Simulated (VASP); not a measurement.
# Mg6MnAl (Amm2) in VASP: reference runs

How does Mg6MnAl come out in PBE? The cell is run as given and disturbed.

Everything below comes from runs of VASP 6.6.1. Logs are shortened: lines on timing, memory, paths and dates and some standing lists are left out, and cuts for length are marked.

### Step 1. The crystal as given

Symmetry: Amm2, No. 38, orthorhombic system. Conventional cell: a = 4.873 Å, b = 6.244 Å, c = 10.740 Å, α = 90.00°, β = 90.00°, γ = 90.00°. Mn (site symmetry mm2) is surrounded by 2 Al at 2.91 Å and 10 Mg at 3.00 to 3.21 Å. Al (site symmetry mm2) is surrounded by 2 Mn at 2.91 Å and 10 Mg at 2.95 to 3.26 Å. Mg (site symmetry mm2) is surrounded by 10 Mg at 3.02 to 3.11 Å and 2 Mn at 3.12 Å. Around Mg (site symmetry m) lie 2 Mn at 3.00 to 3.21 Å and 8 Mg at 3.04 to 3.18 Å and 2 Al at 3.04 Å. Mg (site symmetry mm2) is surrounded by 10 Mg at 3.02 to 3.12 Å and 2 Al at 3.12 Å. Mg (site symmetry m) is surrounded by 2 Al at 2.95 to 3.26 Å and 2 Mn at 3.02 Å and 8 Mg at 3.02 to 3.22 Å.

The cell comes from a database or a generator and needn't be the stable form of this composition.

### Step 2. Single point, PBE, collinear spin, ferromagnetic start

INCAR

```
  PREC = Accurate
  ENCUT = 520
  EDIFF = 1E-7
  ISMEAR = -1
  SIGMA = 0.05
  LREAL = F
  LASPH = T
  NELM = 120
  ALGO = Normal
  ISIF = 2
  LWAVE = F
  LCHARG = T
  ISPIN = 2
  MAGMOM = 4 0 0 0 0 0 0 0
  LORBIT = 11
  LMAXMIX = 4
  GGA = PE
  LELF = T
  LVHAR = T
  NBANDS = 28
```

KPOINTS

```
regular mesh
0
Gamma
  6 5 5
```

POSCAR

```
Mg6MnAl
1.0
    4.8730180000      0.0000000000      0.0000000000
    0.0000000000      3.1218115000      5.3701920000
    0.0000000000     -3.1218115000      5.3701920000
Mn Al Mg
1 1 6
Direct
    0.5000000000      0.6744610000      0.6744610000
    0.0000000000      0.8228360000      0.8228360000
    0.5000000000      0.1664950000      0.1664950000
    0.5000000000      0.6693700000      0.1607160000
    0.5000000000      0.1607160000      0.6693700000
    0.0000000000      0.3326030000      0.3326030000
    0.0000000000      0.8289910000      0.3445290000
    0.0000000000      0.3445290000      0.8289910000
```

Potentials or basis: VASP PAW PBE potentials, release 64 (Mn_pv, Al, Mg).

Command:

```sh
cat potpaw_PBE.64/Mn_pv/POTCAR potpaw_PBE.64/Al/POTCAR potpaw_PBE.64/Mg/POTCAR > POTCAR
mpirun -np 1 vasp_std > vasp.out
```

OUTCAR:

```text
PREC = Accurate
   ENCUT = 520
   EDIFF = 1E-7
   ISMEAR = -1
   LREAL = F
   LASPH = T
   NELM = 120
   ISIF = 2
   ISPIN = 2
   LORBIT = 11
   GGA = PE

 ion  position               nearest neighbor table
   1  0.500  0.674  0.674-   2 2.91   2 2.91   5 3.00   4 3.00   8 3.02   7 3.02   7 3.02   8 3.02
                             3 3.12   3 3.12   5 3.21   4 3.21
   2  0.000  0.823  0.823-   1 2.91   1 2.91   8 2.95   7 2.95   5 3.04   4 3.04   4 3.04   5 3.04
                             6 3.12   6 3.12   8 3.26   7 3.26
   3  0.500  0.166  0.166-   6 3.02   6 3.02   8 3.04   7 3.04   7 3.04   8 3.04   4 3.11   5 3.11
                             4 3.11   5 3.11   1 3.12   1 3.12
   4  0.500  0.669  0.161-   1 3.00   6 3.04   6 3.04   2 3.04   2 3.04   7 3.06   7 3.06   5 3.07
                             3 3.11   3 3.11   5 3.18   1 3.21
   5  0.500  0.161  0.669-   1 3.00   6 3.04   6 3.04   2 3.04   2 3.04   8 3.06   8 3.06   4 3.07
                             3 3.11   3 3.11   4 3.18   1 3.21
   6  0.000  0.333  0.333-   3 3.02   3 3.02   5 3.04   4 3.04   4 3.04   5 3.04   7 3.09   8 3.09
                             8 3.12   7 3.12   2 3.12   2 3.12
   7  0.000  0.829  0.345-   2 2.95   1 3.02   1 3.02   8 3.02   3 3.04   3 3.04   4 3.06   4 3.06
                             6 3.09   6 3.12   8 3.22   2 3.26
   8  0.000  0.345  0.829-   2 2.95   1 3.02   1 3.02   7 3.02   3 3.04   3 3.04   5 3.06   5 3.06
                             6 3.09   6 3.12   7 3.22   2 3.26

  LATTYP: Found a base centered orthorhombic cell.
 ALAT       =     6.2436230000
 B/A-ratio  =     1.7202166114
 C/A-ratio  =     0.7804792186

  Lattice vectors:

 A1 = (   0.0000000000,   3.1218115000,  -5.3701920000)
 A2 = (   0.0000000000,   3.1218115000,   5.3701920000)
 A3 = (   4.8730180000,   0.0000000000,   0.0000000000)

Analysis of symmetry for initial positions (statically):
=====================================================================
 Subroutine PRICEL returns:
 Original cell was already a primitive cell.

 Routine SETGRP: Setting up the symmetry group for a
 base centered orthorhombic supercell.

 Subroutine GETGRP returns: Found  4 space group operations
 (whereof  4 operations were pure point group operations)
 out of a pool of  8 trial point group operations.

The static configuration has the point symmetry C_2v.

Analysis of symmetry for dynamics (positions and initial velocities):
=====================================================================
 Subroutine PRICEL returns:
 Original cell was already a primitive cell.

 Routine SETGRP: Setting up the symmetry group for a
 base centered orthorhombic supercell.

 Subroutine GETGRP returns: Found  4 space group operations
 (whereof  4 operations were pure point group operations)
 out of a pool of  8 trial point group operations.

The dynamic configuration has the point symmetry C_2v.

Analysis of structural, dynamic, and magnetic symmetry:
=====================================================================
 Subroutine PRICEL returns:
 Original cell was already a primitive cell.

 Routine SETGRP: Setting up the symmetry group for a
 base centered orthorhombic supercell.

 Subroutine GETGRP returns: Found  4 space group operations
 (whereof  4 operations were pure point group operations)
 out of a pool of  8 trial point group operations.

The overall configuration has the point symmetry C_2v.

 Subroutine INISYM returns: Found  4 space group operations
 (whereof  4 operations are pure point group operations),
 and found     1 'primitive' translations

----------------------------------------------------------------------------------------

                                     Primitive cell

  volume of cell :     163.3896

  direct lattice vectors                    reciprocal lattice vectors
     4.873018000  0.000000000  0.000000000     0.205211637  0.000000000  0.000000000
     0.000000000  3.121811500  5.370192000     0.000000000  0.160163418  0.093106541
     0.000000000 -3.121811500  5.370192000     0.000000000 -0.160163418  0.093106541

  length of vectors
     4.873018000  6.211655911  6.211655911     0.205211637  0.185259678  0.185259678

[... 78 lines left out ...]
   dimension x,y,z NGXF=    72 NGYF=   96 NGZF=   96
   ions per type =               1   1   6
   NGX,Y,Z   is equivalent  to a cutoff of  12.28, 12.85, 12.85 a.u.
   NGXF,Y,Z  is equivalent  to a cutoff of  24.56, 25.69, 25.69 a.u.
 SYSTEM =  unknown system
   PREC   = accura    normal or accurate (medium, high low for compatibility)
   ISTART =      0    job   : 0-new  1-cont  2-samecut
   ICHARG =      2    charge: 1-file 2-atom 10-const
   ISPIN  =      2    spin polarized calculation?
   LNONCOLLINEAR =      F non collinear calculations
   LSORBIT =      F    spin-orbit coupling
   LASPH  =      T    aspherical Exc in radial PAW
   ENCUT  =  520.0 eV  38.22 Ry    6.18 a.u.   9.06 11.55 11.55*2*pi/ulx,y,z
   NELM   =    120;   NELMIN=  2; NELMDL= -5     # of ELM steps
   EDIFF  = 0.1E-06   stopping-criterion for ELM
   LREAL  =      F    real-space projection
   EDIFFG = 0.1E-05   stopping-criterion for IOM
   NSW    =      0    number of steps for IOM
   IBRION =     -1    ionic relax: 0-MD 1-quasi-New 2-CG
   NFREE  =      0    steps in history (QN), initial steepest desc. (CG)
   ISIF   =      2    stress and relaxation
   ISYM   =      2    0-nonsym 1-usesym 2-fastsym
   POTIM  = 0.5000    time-step for ionic-motion
   TEBEG  =    0.0;   TEEND  =   0.0 temperature during run
   PSTRESS=    0.0 pullay stress
   NELECT =      28.0000    total number of electrons
   NUPDOWN=      -1.0000    fix difference up-down
   EMIN   =  10.00;   EMAX   =-10.00  energy-range for DOS
   EFERMI =   0.00;   METHOD = LEGACY
   ISMEAR =    -1;   SIGMA  =   0.05  broadening in eV -4-tet -1-fermi 0-gaus
   EFERMI_NEDOS =   21; number of points for ismear=-14 and -15
   IALGO  =     38    algorithm
   IMIX   =      4    mixing-type and parameters
     AMIX     =   0.40;   BMIX     =  1.00
     AMIX_MAG =   1.60;   BMIX_MAG =  1.00
  volume/ion in A,a.u.               =      20.42       137.83
  Fermi-wavevector in a.u.,A,eV,Ry     =   0.909325  1.718376 11.250287  0.826873
  Thomas-Fermi vector in A             =   2.033357
   LORBIT       =     11    0 simple, 1 ext, 2 COOP (PROOUT), +10 PAW based schemes
   GGA     = PE    functional components
   LHFCALC =     F    Hartree Fock is set to
   AEXX    =    0.0000 exact exchange contribution
   IVDW    =     0    specifies the selected vdW correction
   LEPSILON=     F    determine dielectric tensor
   LRPA    =     F    only Hartree local field effects (RPA)
 spin polarized calculation
  energy-cutoff  :      520.00
  volume of cell :      163.39
 maximum number of plane-waves:      4446
   NGX = 19   NGY = 23   NGZ = 23

 number of electron      28.0000004 magnetization       3.2954145

 Free energy of the ion-electron system (eV)
  ---------------------------------------------------
  ext. energy  EPLUGINS =         0.00000000
  ---------------------------------------------------
  free energy    TOTEN  =       -21.10347722 eV

  energy without entropy =      -21.06948478  energy(sigma->0) =      -21.08648100

 E-fermi :   3.7312     XC(G=0):  -9.1208

 val. band max:        3.7311229122   @ k =   0.3333  -0.2000   0.2000
 cond. band min:       3.7474250345   @ k =   0.0000   0.0000   0.0000
 fundamental gap:      0.0163021222
 Fermi energy:         3.7311924311

 spin component 1

 k-point     1 :       0.0000    0.0000    0.0000
  band No.  band energies     occupation
      1     -46.1583      1.00000
      2     -46.0854      1.00000
      3     -46.0641      1.00000
      4      -3.9898      1.00000
      5      -0.0193      1.00000
      6       0.4281      1.00000
[... 685 lines left out ...]
     25       8.8906      0.00000
     26       9.1131      0.00000

 [... further k-points ...]

 spin component 2

 k-point     1 :       0.0000    0.0000    0.0000
  band No.  band energies     occupation
      1     -42.4327      1.00000
      2     -42.3851      1.00000
      3     -42.3749      1.00000
      4      -3.9956      1.00000
      5       0.1845      1.00000
      6       0.8502      1.00000
[... 685 lines left out ...]
     25       8.9939      0.00000
     26       9.1619      0.00000

 [... further k-points ...]

 [bands above 26 left out]

------------------------ aborting loop because EDIFF is reached ----------------------------------------

  FORCE on cell =-STRESS in cart. coord.  units (eV):
  Direction    XX          YY          ZZ          XY          YZ          ZX
  --------------------------------------------------------------------------------------
  -------------------------------------------------------------------------------------
  Total        0.1767392     -0.8793515     -0.5552136      0.0000000      0.0000000      0.0000000
  in kB        1.7330818     -8.6228053     -5.4443513      0.0000000      0.0000000      0.0000000
  external PRESSURE =      -4.1113582 kB  Pullay stress =       0.0000000 kB

 VOLUME and BASIS-vectors are now :
 -----------------------------------------------------------------------------
  energy-cutoff  :      520.00
  volume of cell :      163.39
      direct lattice vectors                 reciprocal lattice vectors
     4.873018000  0.000000000  0.000000000     0.205211637  0.000000000  0.000000000
     0.000000000  3.121811500  5.370192000     0.000000000  0.160163418  0.093106541
     0.000000000 -3.121811500  5.370192000     0.000000000 -0.160163418  0.093106541

 POSITION                                       TOTAL-FORCE (eV/Angst)
 -----------------------------------------------------------------------------------
      2.43651      0.00000      7.24397         0.000000      0.000000      0.038234
      0.00000      0.00000      8.83757         0.000000      0.000000     -0.012830
      2.43651      0.00000      1.78822         0.000000      0.000000     -0.001717
      2.43651      1.58792      4.45772         0.000000     -0.006562      0.001897
      2.43651     -1.58792      4.45772         0.000000      0.006562      0.001897
      0.00000      0.00000      3.57228         0.000000      0.000000      0.005044
      0.00000      1.51240      6.30203         0.000000     -0.009681     -0.016263
      0.00000     -1.51240      6.30203         0.000000      0.009681     -0.016263
 -----------------------------------------------------------------------------------
    total drift:                                0.000000     -0.000000      0.000891

  FREE ENERGIE OF THE ION-ELECTRON SYSTEM (eV)
  ---------------------------------------------------
  free  energy   TOTEN  =       -21.1034772178 eV

  energy  without entropy=      -21.0694847808  energy(sigma->0) =      -21.08648100

 total charge

# of ion       s       p       d       tot
------------------------------------------
    1        0.284   6.157   4.967  11.409
    2        0.441   0.319   0.000   0.760
    3        0.210   0.149   0.013   0.373
    4        0.202   0.141   0.016   0.360
    5        0.202   0.141   0.016   0.360
    6        0.216   0.139   0.016   0.370
    7        0.207   0.140   0.016   0.364
    8        0.207   0.140   0.016   0.364
--------------------------------------------------
tot          1.971   7.327   5.061  14.358

 magnetization (x)

# of ion       s       p       d       tot
------------------------------------------
    1        0.042   0.028   3.474   3.544
    2       -0.006  -0.020   0.000  -0.026
    3       -0.008  -0.010  -0.001  -0.018
    4       -0.008  -0.008  -0.001  -0.017
    5       -0.008  -0.008  -0.001  -0.017
    6        0.005   0.002  -0.001   0.005
    7       -0.012  -0.006  -0.001  -0.019
    8       -0.012  -0.006  -0.001  -0.019
--------------------------------------------------
tot         -0.007  -0.029   3.470   3.434
```

Run time: 9.8 min. Hardware: 1 thread of Intel Xeon Platinum 8175M at 2.50GHz (Skylake/Cascade Lake), shared host; peak memory 0.51 GiB.

Results:

```
Free energy                                           : -21.1035 eV
Pressure                                              : -0.4 GPa
Largest force                                         : 0.038 eV/Å
Band gap on the k mesh                                : none (metal or under the smearing width)
Net moment                                            : 3.30 μB per cell
Site moments                                          : Mn +3.54; Al -0.03; Mg -0.02, +0.01 μB
Valence electrons inside the program's atomic spheres : Mn 11.41; Al 0.76; Mg 0.37, 0.36
```

Forces in eV/Å, atoms in the order of the input:
```
Mn   0.000  0.000  0.038
Al   0.000  0.000 -0.013
Mg   0.000  0.000 -0.002
Mg   0.000 -0.007  0.002
Mg   0.000  0.007  0.002
Mg   0.000  0.000  0.005
Mg   0.000 -0.010 -0.016
Mg   0.000  0.010 -0.016
```

Stress tensor (GPa, compression positive):
```
 0.17  0.00  0.00
 0.00 -0.86  0.00
 0.00  0.00 -0.54
```

[end of part 1 of 2]
